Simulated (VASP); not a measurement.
Level of theory: PBE GGA with D4 dispersion, VASP's PBE PAW potentials (set 64) (plane waves; VASP).

VASP input:

### POSCAR
```
FePt
1
    2.7200000000     0.0000000000     0.0000000000
    0.0000000000     2.7200000000     0.0000000000
    0.0000000000     0.0000000000     3.7100000000
Fe Pt
1 1
Direct
  0.0000000000   0.0000000000   0.0000000000
  0.5000000000   0.5000000000   0.5000000000
```

File KPOINTS:
```
kpoints
0
gamma
  12 12 9
```

### INCAR
```
SYSTEM = FePt
PREC = Accurate
ENCUT = 520
EDIFF = 1E-6
NELM = 100
ALGO = Normal
LREAL = .FALSE.
LASPH = .TRUE.
ISMEAR = 1
SIGMA = 0.1
GGA = PE
IVDW = 13
LMAXMIX = 6
ISPIN = 2
MAGMOM = 3.0 0.0
LORBIT = 10
LWAVE = .FALSE.
LCHARG = .FALSE.
IBRION = 2
ISIF = 3
NSW = 60
EDIFFG = -0.01
```

POTCAR, in this order: Fe Pt (PBE.64 set). Program: vasp_std.

What VASP printed:

File OSZICAR:
```
       N       E                     dE             d eps       ncg     rms          rms(c)
DAV:   1     0.942950891134E+02    0.94295E+02   -0.87655E+03  8616   0.133E+03
DAV:   2    -0.127758782714E+02   -0.10707E+03   -0.96073E+02  8603   0.259E+02
DAV:   3    -0.161622385002E+02   -0.33864E+01   -0.32722E+01 10529   0.554E+01
DAV:   4    -0.161967014174E+02   -0.34463E-01   -0.34449E-01  9517   0.475E+00
DAV:   5    -0.161976153642E+02   -0.91395E-03   -0.91393E-03 11183   0.880E-01    0.167E+01
DAV:   6    -0.172368908277E+02   -0.10393E+01   -0.13553E+01  9165   0.827E+01    0.231E+01
DAV:   7    -0.149204649735E+02    0.23164E+01   -0.91135E+00 10805   0.792E+01    0.896E+00
DAV:   8    -0.148891940293E+02    0.31271E-01   -0.46837E-01 10015   0.106E+01    0.425E+00
DAV:   9    -0.148054577553E+02    0.83736E-01   -0.13235E-01 12189   0.774E+00    0.180E+00
DAV:  10    -0.147956686346E+02    0.97891E-02   -0.37773E-02 12751   0.372E+00    0.705E-01
DAV:  11    -0.147947237005E+02    0.94493E-03   -0.29302E-03 12244   0.103E+00    0.265E-01
DAV:  12    -0.147945471531E+02    0.17655E-03   -0.30776E-04 11650   0.270E-01    0.738E-02
DAV:  13    -0.147945502066E+02   -0.30535E-05   -0.52387E-05 10960   0.154E-01    0.404E-02
DAV:  14    -0.147945482304E+02    0.19763E-05   -0.60525E-06  9910   0.600E-02    0.142E-02
DAV:  15    -0.147945480863E+02    0.14403E-06   -0.30779E-06  7967   0.424E-02
   1 F= -.15862247E+02 E0= -.15861911E+02  d E =-.158622E+02  mag=     3.2736
       N       E                     dE             d eps       ncg     rms          rms(c)
DAV:   1    -0.148339717476E+02   -0.39424E-01   -0.11325E+00  8743   0.145E+01    0.196E+00
DAV:   2    -0.147755463323E+02    0.58425E-01   -0.13666E-01  9604   0.510E+00    0.115E+00
DAV:   3    -0.147759702605E+02   -0.42393E-03   -0.77609E-03 10719   0.171E+00    0.795E-01
DAV:   4    -0.147750681602E+02    0.90210E-03   -0.60089E-03 11061   0.206E+00    0.317E-01
DAV:   5    -0.147746606644E+02    0.40750E-03   -0.20975E-03 10317   0.124E+00    0.225E-01
DAV:   6    -0.147744851418E+02    0.17552E-03   -0.44111E-04 12657   0.368E-01    0.411E-02
DAV:   7    -0.147744903850E+02   -0.52431E-05   -0.28256E-05 10707   0.810E-02    0.198E-02
DAV:   8    -0.147744922793E+02   -0.18944E-05   -0.35377E-06  9899   0.216E-02    0.122E-02
DAV:   9    -0.147744927119E+02   -0.43256E-06   -0.56406E-07  5075   0.118E-02
   2 F= -.15861228E+02 E0= -.15861061E+02  d E =0.101872E-02  mag=     3.2265
       N       E                     dE             d eps       ncg     rms          rms(c)
DAV:   1    -0.148075320052E+02   -0.33040E-01   -0.37429E-01  8736   0.839E+00    0.110E+00
DAV:   2    -0.147883635758E+02    0.19168E-01   -0.46410E-02  9520   0.324E+00    0.691E-01
DAV:   3    -0.147890721593E+02   -0.70858E-03   -0.71847E-03 10508   0.206E+00    0.645E-01
DAV:   4    -0.147878684556E+02    0.12037E-02   -0.40424E-03 10834   0.174E+00    0.199E-01
DAV:   5    -0.147877778359E+02    0.90620E-04   -0.48336E-04 10236   0.566E-01    0.131E-01
DAV:   6    -0.147877233210E+02    0.54515E-04   -0.11706E-04 12692   0.166E-01    0.214E-02
DAV:   7    -0.147877255740E+02   -0.22530E-05   -0.63051E-06  9184   0.252E-02    0.108E-02
DAV:   8    -0.147877265701E+02   -0.99605E-06   -0.83613E-07  6664   0.137E-02
   3 F= -.15863500E+02 E0= -.15863221E+02  d E =-.125279E-02  mag=     3.2536
       N       E                     dE             d eps       ncg     rms          rms(c)
DAV:   1    -0.147879859322E+02   -0.26036E-03   -0.19931E-04  8876   0.186E-01    0.252E-02
DAV:   2    -0.147879757912E+02    0.10141E-04   -0.24242E-05  9590   0.766E-02    0.158E-02
DAV:   3    -0.147879762858E+02   -0.49458E-06   -0.47052E-06  9031   0.543E-02
   4 F= -.15863500E+02 E0= -.15863220E+02  d E =-.125275E-02  mag=     3.2541
       N       E                     dE             d eps       ncg     rms          rms(c)
DAV:   1    -0.147941557921E+02   -0.61800E-02   -0.48669E-02  8757   0.299E+00    0.398E-01
DAV:   2    -0.147916413494E+02    0.25144E-02   -0.60411E-03  9548   0.115E+00    0.247E-01
DAV:   3    -0.147917177264E+02   -0.76377E-04   -0.82400E-04 10453   0.689E-01    0.220E-01
DAV:   4    -0.147915833502E+02    0.13438E-03   -0.48143E-04 10841   0.595E-01    0.696E-02
DAV:   5    -0.147915704481E+02    0.12902E-04   -0.65980E-05 10193   0.211E-01    0.468E-02
DAV:   6    -0.147915623742E+02    0.80739E-05   -0.16648E-05 12730   0.643E-02    0.777E-03
DAV:   7    -0.147915626653E+02   -0.29104E-06   -0.79308E-07  4935   0.114E-02
   5 F= -.15863162E+02 E0= -.15862850E+02  d E =-.914581E-03  mag=     3.2639
       N       E                     dE             d eps       ncg     rms          rms(c)
DAV:   1    -0.147904577760E+02    0.11046E-02   -0.41051E-02  8722   0.277E+00    0.367E-01
DAV:   2    -0.147883411050E+02    0.21167E-02   -0.50750E-03  9569   0.103E+00    0.224E-01
DAV:   3    -0.147883898581E+02   -0.48753E-04   -0.52608E-04 10562   0.531E-01    0.184E-01
DAV:   4    -0.147883085370E+02    0.81321E-04   -0.34434E-04 10883   0.500E-01    0.620E-02
DAV:   5    -0.147882972408E+02    0.11296E-04   -0.61542E-05 10158   0.207E-01    0.424E-02
DAV:   6    -0.147882926470E+02    0.45938E-05   -0.14940E-05 12761   0.632E-02    0.733E-03
DAV:   7    -0.147882927850E+02   -0.13795E-06   -0.70661E-07  4809   0.129E-02
   6 F= -.15863492E+02 E0= -.15863208E+02  d E =-.124486E-02  mag=     3.2549
       N       E                     dE             d eps       ncg     rms          rms(c)
DAV:   1    -0.147881343705E+02    0.15828E-03   -0.84745E-05  8855   0.126E-01    0.163E-02
DAV:   2    -0.147881304463E+02    0.39241E-05   -0.10149E-05  9338   0.519E-02    0.104E-02
DAV:   3    -0.147881306519E+02   -0.20555E-06   -0.21114E-06  5905   0.377E-02
   7 F= -.15863495E+02 E0= -.15863212E+02  d E =-.124830E-02  mag=     3.2546
       N       E                     dE             d eps       ncg     rms          rms(c)
DAV:   1    -0.147897783901E+02   -0.16479E-02   -0.56211E-02  9324   0.191E+00    0.212E-01
DAV:   2    -0.147895686041E+02    0.20979E-03   -0.32078E-03 12001   0.128E+00    0.318E-01
DAV:   3    -0.147890085001E+02    0.56010E-03   -0.18726E-03 10753   0.118E+00    0.117E-01
DAV:   4    -0.147888765616E+02    0.13194E-03   -0.18761E-04 11788   0.187E-01    0.531E-02
DAV:   5    -0.147888693317E+02    0.72299E-05   -0.18813E-05 12219   0.685E-02    0.162E-02
DAV:   6    -0.147888675944E+02    0.17373E-05   -0.13781E-06  5963   0.228E-02    0.685E-03
DAV:   7    -0.147888674398E+02    0.15456E-06   -0.55031E-07  4473   0.100E-02
   8 F= -.15863845E+02 E0= -.15863579E+02  d E =-.349054E-03  mag=     3.2478
       N       E                     dE             d eps       ncg     rms          rms(c)
DAV:   1    -0.147902041384E+02   -0.13365E-02   -0.52215E-02  9345   0.184E+00    0.206E-01
DAV:   2    -0.147900570446E+02    0.14709E-03   -0.30939E-03 11956   0.127E+00    0.322E-01
DAV:   3    -0.147894884580E+02    0.56859E-03   -0.18120E-03 10760   0.116E+00    0.111E-01
DAV:   4    -0.147893688676E+02    0.11959E-03   -0.17039E-04 11685   0.172E-01    0.521E-02
DAV:   5    -0.147893619789E+02    0.68887E-05   -0.16716E-05 12095   0.641E-02    0.166E-02
DAV:   6    -0.147893602679E+02    0.17110E-05   -0.12654E-06  5781   0.218E-02    0.682E-03
DAV:   7    -0.147893601168E+02    0.15112E-06   -0.52068E-07  4452   0.968E-03
   9 F= -.15863980E+02 E0= -.15863737E+02  d E =-.484702E-03  mag=     3.2407
```

### OUTCAR
```
------------------------ aborting loop because EDIFF is reached ----------------------------------------
  Edisp (eV):   -1.07462
  FORCE on cell =-STRESS in cart. coord.  units (eV):
  Direction    XX          YY          ZZ          XY          YZ          ZX
  --------------------------------------------------------------------------------------
  Total      -0.01060    -0.01060    -0.00431     0.00000    -0.00000    -0.00000
  in kB      -0.62317    -0.62317    -0.25308     0.00000    -0.00000    -0.00000
  external pressure =       -0.50 kB  Pullay stress =        0.00 kB
  volume of cell :       27.26
      direct lattice vectors                 reciprocal lattice vectors
     2.704218617 -0.000000000  0.000000000     0.369792588 -0.000000000  0.000000000
    -0.000000000  2.704218617  0.000000000    -0.000000000  0.369792588  0.000000000
    -0.000000000 -0.000000000  3.727298443    -0.000000000 -0.000000000  0.268290832
 POSITION                                       TOTAL-FORCE (eV/Angst)
 -----------------------------------------------------------------------------------
      2.70422      0.00000      0.00000        -0.000000     -0.000000      0.000000
      1.35211      1.35211      1.86365         0.000000      0.000000      0.000000
 -----------------------------------------------------------------------------------
    total drift:                               -0.000000      0.000000     -0.000000
  FREE ENERGIE OF THE ION-ELECTRON SYSTEM (eV)
  ---------------------------------------------------
  free  energy   TOTEN  =       -15.8639801490 eV

  energy  without entropy=      -15.8632494898  energy(sigma->0) =      -15.86373660

 total charge

# of ion       s       p       d       tot
------------------------------------------
    1        0.414   0.461   6.136   7.011
    2        0.722   0.682   8.064   9.467
--------------------------------------------------
tot          1.136   1.143  14.200  16.478

 magnetization (x)

# of ion       s       p       d       tot
------------------------------------------
    1        0.004  -0.008   2.902   2.898
    2       -0.026  -0.070   0.415   0.319
--------------------------------------------------
tot         -0.022  -0.078   3.317   3.217

 reached required accuracy - stopping structural energy minimisation
```
(Selected blocks of OUTCAR.)

### CONTCAR
```
FePt
   1.00000000000000
     2.7042186173712559   -0.0000000000000000    0.0000000000000000
    -0.0000000000000000    2.7042186173712559    0.0000000000000000
    -0.0000000000000000   -0.0000000000000000    3.7272984433239520
  Fe              Pt
     1     1
Direct
     1.0000000000000000    0.0000000000000000    0.0000000000000000
     0.5000000000000000    0.5000000000000000    0.5000000000000000
```

The compound is FePt in the L1_0 structure. This run relaxes it. Symmetry was kept, so distortions that lower it aren't found.
